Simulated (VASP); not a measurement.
The system is LaMnAs3.

```
La As Mn
1.0
     4.57390    0.00000    0.00000
     0.00000    4.57390    0.00000
     0.00000    0.00000    4.57390
La As Mn
1 3 1
Direct
  0.00000 0.00000 0.00000
  0.50000 0.50000 0.00000
  0.00000 0.50000 0.50000
  0.50000 0.00000 0.50000
  0.50000 0.50000 0.50000
```

The cell was built by a generator and needn't be a form met in nature.

Base run:

| Item | Value |
| --- | --- |
| Program | VASP 6.6.1 |
| Functional | PBE |
| Potentials or basis | VASP PAW PBE potentials, release 64 (La, As, Mn_pv) |
| Cutoff | 520 eV |
| k mesh | 4 × 4 × 4 |
| Occupations | fermi-dirac, width 0.1 eV |
| Spin | no spin polarisation |

Its results: band gap on the k mesh none (metal or under the smearing width); pressure 10.5 GPa.

Question: The run is repeated on the same cell with these changes: dispersion from none to D3(BJ). What comes out?

Answer: Band gap on the k mesh none (metal or under the smearing width); pressure 6.6 GPa.

Dispersion adds attraction, which lowers the pressure at fixed volume and, as a term added to the energy, leaves the levels alone.

Caveats: pairwise dispersion overbinds metals, which lowers pressure and volume (some runs).

Not every run made on this cell is shown here.
